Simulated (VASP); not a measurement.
Consider the following.

```xyz
1
Lattice="-1.6017 1.6498 2.5023 1.6017 -1.6498 2.5023 1.6017 1.6498 -2.5023" Properties=species:S:1:pos:R:3 pbc="T T T"
In     0.0000     0.0000     0.0000
```

Computed with PBE GGA, VASP's PBE PAW potentials (set 64) (plane waves; VASP). Numerical set-up: 800 eV cut-off, 14×14×14 Γ-centred mesh, first-order Methfessel-Paxton smearing of 0.10 eV, potentials In_d.

**Question.** Give the stress tensor in GPa (positive for a compressed cell).

**Answer.** 
```
2.11  0.00  0.00
0.00  1.19  0.00
0.00  0.00  1.09
```
The pressure is its mean diagonal, 1.46 GPa.

The compound is In in the bct structure. The cell was not relaxed at this level. The run is one of a series of settings (ENCUT = 800 against the base run), some of them coarse on purpose.
